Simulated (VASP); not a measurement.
# Ta3Si3N (P-62m) in VASP: a series of runs

The runs below take Ta3Si3N through relaxation of cell and atoms, single point, with PBE, r2SCAN.

All numbers are computed with VASP 6.6.1; they aren't measurements. Logs are shortened: lines on timing, memory, paths and dates and some standing lists are left out, and cuts for length are marked.

## 1. Starting point

It takes space group P-62m (No. 189, hexagonal). Conventional cell: a = 6.850 Å, b = 6.850 Å, c = 2.770 Å, α = 90.00°, β = 90.00°, γ = 120.00°. Ta (site symmetry m2m) is surrounded by 2 N at 2.18 Å. Around Si (site symmetry m2m) lie 6 Ta at 2.72 to 2.83 Å and 2 Si at 2.77 Å and 1 N at 2.83 Å. N (site symmetry -62m) has 6 Ta at 2.18 Å as nearest neighbours.

The cell was built by a generator and needn't be a form met in nature.

## 2. Relaxation of cell and atoms, PBE

Contents of INCAR:

```
SYSTEM = Ta3Si3N
PREC = Accurate
ENCUT = 520
EDIFF = 1E-6
ISMEAR = 0
SIGMA = 0.1
LREAL = .FALSE.
LASPH = .TRUE.
NELM = 120
ALGO = Normal
ISIF = 3
LWAVE = .FALSE.
LCHARG = .FALSE.
GGA = PE
IBRION = 2
NSW = 90
EDIFFG = -0.01
KPAR = 4
```

Contents of KPOINTS:

```
regular mesh
0
G
  6 6 10
  0 0 0
```

Contents of POSCAR:

```
Ta3Si3N
1.0
    6.8498813500      0.0000000000      0.0000000000
   -3.4249406700      5.9321712600      0.0000000000
    0.0000000000      0.0000000000      2.7700000000
Ta Si N
3 3 1
Direct
    0.2459854000      0.0000000000      0.0000000000
    0.7540146000      0.7540146000      0.0000000000
    0.0000000000      0.2459854000      0.0000000000
    0.0000000000      0.5870277000      0.5000000000
    0.5870277000      0.0000000000      0.5000000000
    0.4129723000      0.4129723000      0.5000000000
    0.0000000000      0.0000000000      0.5000000000
```

Potentials or basis: VASP PAW PBE potentials, release 64 (Ta_pv, Si, N).

On the command line:

```console
> cat potpaw_PBE.64/Ta_pv/POTCAR potpaw_PBE.64/Si/POTCAR potpaw_PBE.64/N/POTCAR > POTCAR
> mpirun -np 4 vasp_std > vasp.out
```

OUTCAR:

```text
SYSTEM = Ta3Si3N
   PREC = Accurate
   ENCUT = 520
   EDIFF = 1E-6
   ISMEAR = 0
   LREAL = .FALSE.
   LASPH = .TRUE.
   NELM = 120
   ISIF = 3
   GGA = PE
   IBRION = 2
   NSW = 90
   EDIFFG = -0.01

 ion  position               nearest neighbor table
   1  0.246  0.000  0.000-   7 2.18   7 2.18   5 2.72   5 2.72   6 2.83   6 2.83   4 2.83   4 2.83
                             3 2.92   2 2.92
   2  0.754  0.754  0.000-   7 2.18   7 2.18   6 2.72   6 2.72   5 2.83   5 2.83   4 2.83   4 2.83
                             3 2.92   1 2.92
   3  0.000  0.246  0.000-   7 2.18   7 2.18   4 2.72   4 2.72   6 2.83   6 2.83   5 2.83   5 2.83
                             1 2.92   2 2.92
   4  0.000  0.587  0.500-   3 2.72   3 2.72   2 2.83   2 2.83   1 2.83   1 2.83
   5  0.587  0.000  0.500-   1 2.72   1 2.72   2 2.83   2 2.83   3 2.83   3 2.83
   6  0.413  0.413  0.500-   2 2.72   2 2.72   1 2.83   1 2.83   3 2.83   3 2.83
   7  0.000  0.000  0.500-   3 2.18   3 2.18   1 2.18   1 2.18   2 2.18   2 2.18

  LATTYP: Found a hexagonal cell.
 ALAT       =     6.8498813500
 C/A-ratio  =     0.4043865665

  Lattice vectors:

 A1 = (   6.8498813500,   0.0000000000,   0.0000000000)
 A2 = (  -3.4249406700,   5.9321712600,   0.0000000000)
 A3 = (   0.0000000000,   0.0000000000,   2.7700000000)

Analysis of symmetry for initial positions (statically):
=====================================================================
 Subroutine PRICEL returns:
 Original cell was already a primitive cell.

 Routine SETGRP: Setting up the symmetry group for a
 hexagonal supercell.

 Subroutine GETGRP returns: Found 12 space group operations
 (whereof 12 operations were pure point group operations)
 out of a pool of 24 trial point group operations.

The static configuration has the point symmetry D_3h.

Analysis of symmetry for dynamics (positions and initial velocities):
=====================================================================
 Subroutine PRICEL returns:
 Original cell was already a primitive cell.

 Routine SETGRP: Setting up the symmetry group for a
 hexagonal supercell.

 Subroutine GETGRP returns: Found 12 space group operations
 (whereof 12 operations were pure point group operations)
 out of a pool of 24 trial point group operations.

The dynamic configuration has the point symmetry D_3h.

 Subroutine INISYM returns: Found 12 space group operations
 (whereof 12 operations are pure point group operations),
[... 109 lines left out ...]
   NSW    =     90    number of steps for IOM
   IBRION =      2    ionic relax: 0-MD 1-quasi-New 2-CG
   NFREE  =      1    steps in history (QN), initial steepest desc. (CG)
   ISIF   =      3    stress and relaxation
   ISYM   =      2    0-nonsym 1-usesym 2-fastsym
   POTIM  = 0.5000    time-step for ionic-motion
   TEBEG  =    0.0;   TEEND  =   0.0 temperature during run
   PSTRESS=    0.0 pullay stress
   NELECT =      50.0000    total number of electrons
   NUPDOWN=      -1.0000    fix difference up-down
   EMIN   =  10.00;   EMAX   =-10.00  energy-range for DOS
   EFERMI =   0.00;   METHOD = LEGACY
   ISMEAR =     0;   SIGMA  =   0.10  broadening in eV -4-tet -1-fermi 0-gaus
   EFERMI_NEDOS =   21; number of points for ismear=-14 and -15
   IALGO  =     38    algorithm
   IMIX   =      4    mixing-type and parameters
     AMIX     =   0.40;   BMIX     =  1.00
     AMIX_MAG =   1.60;   BMIX_MAG =  1.00
  volume/ion in A,a.u.               =      16.08       108.51
  Fermi-wavevector in a.u.,A,eV,Ry     =   1.249125  2.360505 21.229360  1.560314
  Thomas-Fermi vector in A             =   2.383180
   LORBIT       =      0    0 simple, 1 ext, 2 COOP (PROOUT), +10 PAW based schemes
   GGA     = PE    functional components
   LHFCALC =     F    Hartree Fock is set to
   AEXX    =    0.0000 exact exchange contribution
   IVDW    =     0    specifies the selected vdW correction
   LEPSILON=     F    determine dielectric tensor
   LRPA    =     F    only Hartree local field effects (RPA)
 conjugate gradient relaxation of ions
 non-spin polarized calculation
 Gauss-broadening in eV      SIGMA  =   0.10
  energy-cutoff  :      520.00
  volume of cell :      112.56
 maximum number of plane-waves:      3058
 NGX is ok and might be reduce to    54
   NGX = 25   NGY = 25   NGZ = 11

--------------------------------------- Ionic step        1  -------------------------------------------

 number of electron      50.0000000 magnetization

 Free energy of the ion-electron system (eV)
  ---------------------------------------------------
  ext. energy  EPLUGINS =         0.00000000
  ---------------------------------------------------
  free energy    TOTEN  =       -61.44021324 eV

  energy without entropy =      -61.43540211  energy(sigma->0) =      -61.43780767

------------------------ aborting loop because EDIFF is reached ----------------------------------------

  FORCE on cell =-STRESS in cart. coord.  units (eV):
  Direction    XX          YY          ZZ          XY          YZ          ZX
  --------------------------------------------------------------------------------------
  -------------------------------------------------------------------------------------
  Total        0.7431976      0.7431976      0.2575221      0.0000000      0.0000000      0.0000000
  in kB       10.5788477     10.5788477      3.6656291      0.0000000      0.0000000      0.0000000
  external PRESSURE =       8.2744415 kB  Pullay stress =       0.0000000 kB
[... 274 lines left out ...]
--------------------------------------- Ionic step        8  -------------------------------------------

 number of electron      50.0000001 magnetization

 Free energy of the ion-electron system (eV)
  ---------------------------------------------------
  ext. energy  EPLUGINS =         0.00000000
  ---------------------------------------------------
  free energy    TOTEN  =       -61.44402924 eV

  energy without entropy =      -61.43943674  energy(sigma->0) =      -61.44173299

 E-fermi :   6.7277     XC(G=0): -11.4419

 val. band max:        6.6960680532   @ k =   0.1667   0.0000   0.0000
 cond. band min:       6.7992598585   @ k =   0.0000   0.0000   0.1000
 fundamental gap:      0.1031918052
 Fermi energy:         6.7276987763

 k-point     1 :       0.0000    0.0000    0.0000
  band No.  band energies     occupation
      1     -28.1952      2.00000
      2     -27.9590      2.00000
      3     -27.9590      2.00000
      4     -27.7286      2.00000
      5     -27.6517      2.00000
      6     -27.6517      2.00000
[... 781 lines left out ...]
     29       8.6394      0.00000
     30       8.8122      0.00000

 [... further k-points ...]
[... 5 lines left out ...]
  --------------------------------------------------------------------------------------
  -------------------------------------------------------------------------------------
  Total       -0.0139141     -0.0139141     -0.0080531     -0.0000000      0.0000000      0.0000000
  in kB       -0.1973838     -0.1973838     -0.1142404     -0.0000000      0.0000000      0.0000000
  external PRESSURE =      -0.1696694 kB  Pullay stress =       0.0000000 kB
[... 22 lines left out ...]
  FREE ENERGIE OF THE ION-ELECTRON SYSTEM (eV)
  ---------------------------------------------------
  free  energy   TOTEN  =       -61.4440292412 eV

  energy  without entropy=      -61.4394367361  energy(sigma->0) =      -61.44173299

 reached required accuracy - stopping structural energy minimisation
```

Run time: 2.3 min. Hardware: 4 MPI ranks of Intel Xeon Platinum 8488C (Sapphire Rapids), shared host; peak memory 0.34 GiB.

What came out:

```yaml
Free_energy: -61.4440 eV
Relaxed_volume: 16.13 Å³/atom
Relaxed_cell: a = 6.863 Å, b = 6.863 Å, c = 2.769 Å, α = 90.00°, β = 90.00°, γ = 120.00°
Space_group_after_relaxing_to_0.05_Å: P-62m (No. 189)
Energy_gained_by_relaxing: 0.5 meV/atom
Ionic_steps: 8
Pressure_after_relaxing: 0.0 GPa
Largest_force_after_relaxing: 0.008 eV/Å
Band_gap_on_the_k_mesh: none (metal or under the smearing width)
```

Forces on the atoms (eV/Å):
```
Ta   0.002  0.000  0.000
Ta  -0.001 -0.002  0.000
Ta  -0.001  0.002  0.000
Si  -0.004  0.007  0.000
Si   0.008  0.000  0.000
Si  -0.004 -0.007  0.000
N    0.000  0.000  0.000
```

Step by step:
```
step  energy change (eV)  largest force (eV/Å)  pressure (GPa)  volume (Å³)
   1              0.0000                0.2426            0.83       112.56
   2              0.0034                0.2264           -1.72       113.92
   3             -0.0034                0.0426           -0.25       113.12
   4             -0.0037                0.0161            0.15       112.84
   5             -0.0038                0.0117            0.01       112.94
   6             -0.0038                0.0116            0.01       112.95
   7             -0.0038                0.0114           -0.01       112.95
   8             -0.0038                0.0080           -0.02       112.94
```

Final structure:
```
Ta Si N
1.0
     6.86315    0.00000    0.00000
    -3.43158    5.94366    0.00000
     0.00000    0.00000    2.76869
Ta Si N
3 3 1
Direct
  0.24697 0.00000 0.00000
  0.75303 0.75303 0.00000
  0.00000 0.24697 0.00000
  0.00000 0.58700 0.50000
  0.58700 0.00000 0.50000
  0.41300 0.41300 0.50000
  0.00000 0.00000 0.50000
```

## 3. Relaxation of cell and atoms, PBE

This run uses another cell than the first one, of 16.13 Å³/atom, 1.003 times its volume.

INCAR: that of step 2 with these lines changed.

```diff
@@ -3,3 +3,3 @@
 ENCUT = 520
-EDIFF = 1E-6
+EDIFF = 1E-7
 ISMEAR = 0
@@ -15,4 +15,5 @@
 IBRION = 2
-NSW = 90
-EDIFFG = -0.01
+NSW = 60
+EDIFFG = -0.005
+POTIM = 0.3
 KPAR = 4
```

KPOINTS is that of step 2.

Contents of POSCAR:

```
Ta3Si3N                                 
1.0
    6.8631511853      0.0000000000      0.0000000000
   -3.4315755876      5.9436632744     -0.0000000000
    0.0000000000      0.0000000000      2.7686932215
  Ta              Si              N             
     3     3     1
Direct
     0.2469710504415883    0.0000000000000048    0.0000000000000000
     0.7530289495584110    0.7530289495584150    0.0000000000000000
     0.0000000000000007    0.2469710504415802    0.0000000000000000
     0.9999999999999999    0.5869998450582088    0.5000000000000000
     0.5869998450582076    0.9999999999999993    0.5000000000000000
     0.4130001549417924    0.4130001549417918    0.5000000000000000
     1.0000000000000000    0.0000000000000000    0.5000000000000000
```

Potentials or basis: VASP PAW PBE potentials, release 64 (Ta_pv, Si, N).

On the command line:

```console
> cat potpaw_PBE.64/Ta_pv/POTCAR potpaw_PBE.64/Si/POTCAR potpaw_PBE.64/N/POTCAR > POTCAR
> mpirun -np 4 vasp_std > vasp.out
```

Wall time 63 s (4 MPI ranks of Intel Xeon Platinum 8488C (Sapphire Rapids), shared host); peak memory 0.33 GiB.

The run converged. Its results:

| Item | Value |
| --- | --- |
| Free energy | -61.4442 eV |
| Relaxed volume | 16.13 Å³/atom |
| Relaxed cell | a = 6.863 Å, b = 6.863 Å, c = 2.768 Å, α = 90.00°, β = 90.00°, γ = 120.00° |
| Space group after relaxing (to 0.05 Å) | P-62m (No. 189) |
| Energy gained by relaxing | 0.0 meV/atom |
| Ionic steps | 3 |
| Pressure after relaxing | 0.0 GPa |
| Band gap on the k mesh | none (metal or under the smearing width) |

Forces on the atoms (eV/Å):
```
Ta   0.003  0.000  0.000
Ta  -0.001 -0.002  0.000
Ta  -0.001  0.002  0.000
Si  -0.001  0.002  0.000
Si   0.003  0.000  0.000
Si  -0.001 -0.002  0.000
N    0.000  0.000  0.000
```

Final structure:
```
CELL_PARAMETERS angstrom
6.86251 0.00000 0.00000
-3.43126 5.94311 0.00000
0.00000 0.00000 2.76836
ATOMIC_POSITIONS crystal
Ta 0.24700 0.00000 0.00000
Ta 0.75300 0.75300 0.00000
Ta 0.00000 0.24700 0.00000
Si 0.00000 0.58708 0.50000
Si 0.58708 0.00000 0.50000
Si 0.41292 0.41292 0.50000
N 0.00000 0.00000 0.50000
```

Levels at points of the mesh, in eV from the Fermi level:
| k point | band 22 | band 23 | band 24 | band 25 | band 26 | band 27 | band 28 | band 29 |
| --- | --- | --- | --- | --- | --- | --- | --- | --- |
| (0.00, 0.00, 0.00) | -1.97 | -1.97 | 0.32 | 0.32 | 1.18 | 1.18 | 2.22 | 2.22 |
| (0.50, 0.00, 0.00) | -1.86 | -1.80 | -1.34 | -0.90 | 1.92 | 2.25 | 2.43 | 2.48 |
| (0.00, 0.00, 0.50) | -2.78 | -0.95 | -0.95 | -0.06 | 0.73 | 0.96 | 1.22 | 1.22 |
| (0.50, 0.00, 0.50) | -1.47 | -1.25 | -1.23 | -0.27 | 0.61 | 0.96 | 1.06 | 1.92 |

The run has no spin-orbit coupling, so splittings on Ta are missing.

## 4. Single point, r2SCAN

This run uses another cell than the first one, of 16.13 Å³/atom, 1.003 times its volume.

Contents of INCAR:

```
SYSTEM = Ta3Si3N
PREC = Accurate
ENCUT = 520
EDIFF = 1E-6
ISMEAR = 0
SIGMA = 0.1
LREAL = .FALSE.
LASPH = .TRUE.
NELM = 150
ALGO = Normal
ISIF = 2
LWAVE = .FALSE.
LCHARG = .FALSE.
METAGGA = R2SCAN
LMIXTAU = .TRUE.
NBANDS = 34
KPAR = 4
```

KPOINTS is that of step 3.

Contents of POSCAR:

```
Ta3Si3N                                 
1.0
    6.8625147155     -0.0000000000      0.0000000000
   -3.4312573527      5.9431120754     -0.0000000000
    0.0000000000      0.0000000000      2.7683555083
  Ta              Si              N             
     3     3     1
Direct
     0.2470000178667793    0.0000000000000071    0.0000000000000000
     0.7529999821332206    0.7529999821332206    1.0000000000000000
     0.0000000000000000    0.2470000178667722    0.0000000000000000
     0.0000000000000000    0.5870830883025686    0.5000000000000000
     0.5870830883025686    0.0000000000000000    0.5000000000000000
     0.4129169116974313    0.4129169116974313    0.5000000000000000
     0.0000000000000000    0.0000000000000000    0.5000000000000000
```

On the command line:

```console
> cat potpaw_PBE.64/Ta_pv/POTCAR potpaw_PBE.64/Si/POTCAR potpaw_PBE.64/N/POTCAR > POTCAR
> mpirun -np 4 vasp_std > vasp.out
```

Wall time 2.6 min (4 MPI ranks of Intel Xeon Platinum 8488C (Sapphire Rapids), shared host); peak memory 0.36 GiB.

The run converged. Its results:

```yaml
Free_energy: -182.6594 eV
Pressure: -2.3 GPa
Largest_force: 0.135 eV/Å
Band_gap_on_the_k_mesh: none (metal or under the smearing width)
```

Forces in eV/Å, atoms in the order of the input:
```
Ta  -0.135  0.000  0.000
Ta   0.068  0.117  0.000
Ta   0.068 -0.117  0.000
Si  -0.005  0.009  0.000
Si   0.010  0.000  0.000
Si  -0.005 -0.009  0.000
N    0.000  0.000  0.000
```

Stress tensor (GPa, compression positive):
```
-1.48  0.00  0.00
 0.00 -1.48  0.00
 0.00  0.00 -3.91
```

Levels at points of the mesh, in eV from the Fermi level:
| k point | band 21 | band 22 | band 23 | band 24 | band 25 | band 26 | band 27 | band 28 | band 29 | band 30 |
| --- | --- | --- | --- | --- | --- | --- | --- | --- | --- | --- |
| (0.00, 0.00, 0.00) | -2.94 | -2.12 | -2.12 | 0.27 | 0.27 | 1.20 | 1.20 | 2.40 | 2.40 | 3.88 |
| (0.50, 0.00, 0.00) | -2.31 | -2.06 | -1.91 | -1.48 | -0.99 | 2.02 | 2.43 | 2.55 | 2.66 | 3.31 |
| (0.00, 0.00, 0.50) | -2.99 | -2.99 | -0.98 | -0.98 | -0.07 | 0.85 | 0.94 | 1.28 | 1.28 | 1.78 |
| (0.50, 0.00, 0.50) | -2.26 | -1.62 | -1.38 | -1.26 | -0.27 | 0.62 | 1.03 | 1.12 | 2.04 | 2.73 |

Caveat: the PAW data sets were made with another functional, which shifts forces and pressure a little. The run has no spin-orbit coupling, so splittings on Ta are missing.
